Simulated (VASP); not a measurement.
```
Se2Te
1.0
    3.88563     0.00000     0.00000
   -1.94281     3.36505     0.00000
    0.00000     0.00000     6.26833
Te Se
1 2
Direct
  0.00000   0.00000   0.00000
  0.33333   0.66667   0.25200
  0.66667   0.33333   0.74800
```

Method: PBE GGA, VASP's PBE PAW potentials (set 64) (plane waves; VASP). Numerical set-up: 400 eV cut-off, 6×6×3 Γ-centred mesh, Gaussian smearing of 0.050 eV, potentials Te Se.

Question: Give the force on each atom (eV/Å).

Answer: 
| atom | Fx | Fy | Fz |
|---|---|---|---|
| Te1 | 0.000 | 0.000 | 0.000 |
| Se2 | 0.000 | 0.000 | 1.058 |
| Se3 | 0.000 | 0.000 | -1.058 |

Question: Give the stress tensor in GPa (positive for a compressed cell).

Answer: 
```
6.62  0.00  0.00
0.00  6.62  0.00
0.00  0.00  6.91
```
The pressure is its mean diagonal, 6.72 GPa.

The structure was generated: TeSe2 was put into the CdI2 type (P-3m1), which need not be its known phase. The cell was not relaxed at this level.
